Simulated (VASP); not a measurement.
Input:

```xyz
6
Lattice="0.0000 3.8948 4.0283 2.2614 0.0000 4.0283 2.2614 3.8948 0.0000" Properties=species:S:1:pos:R:3 pbc="T T T"
Si     2.2614     5.1684     4.0283
Si     2.2614     2.6212     4.0283
Si     3.3921     4.5686     6.0425
Si     3.3921     7.1158     6.0425
Co     0.0000     0.0000     0.0000
Co     1.1307     1.9474     2.0142
```
Starting moments (μB, in the order of the record's atoms Si Si Si Si Co Co): 0.0 0.0 0.0 0.0 3.0 3.0.

Method: PBE GGA, VASP's PBE PAW potentials (set 64) (plane waves; VASP). Settings: 300 eV cut-off, 4×4×4 Γ-centred mesh, Gaussian smearing of 0.050 eV, potentials Si Co.

At this cut-off the stress carries a Pulay error, which pulls relaxed volumes low.

What does the run give for the cell moment, energy per atom (σ→0), pressure, largest force, band gap (on the k-mesh) with the smallest direct gap where there is one?

| Property | Value |
|---|---|
| band gap (on the k-mesh) | none (metal, semimetal or under 0.01 eV) |
| cell moment | 0.00 μB |
| energy per atom (σ→0) | -5.959 eV/atom |
| pressure | 3.66 GPa |
| largest force | 0.554 eV/Å |

Total energies compare only between runs with the same potentials, cut-off and functional.

The structure was generated: CoSi2 was put into an ordered model structure, which need not be its known phase. The cell was not relaxed at this level. The k-mesh is coarse (spacing up to 0.45 per Å, 2π included), so the numbers may not be converged in it.
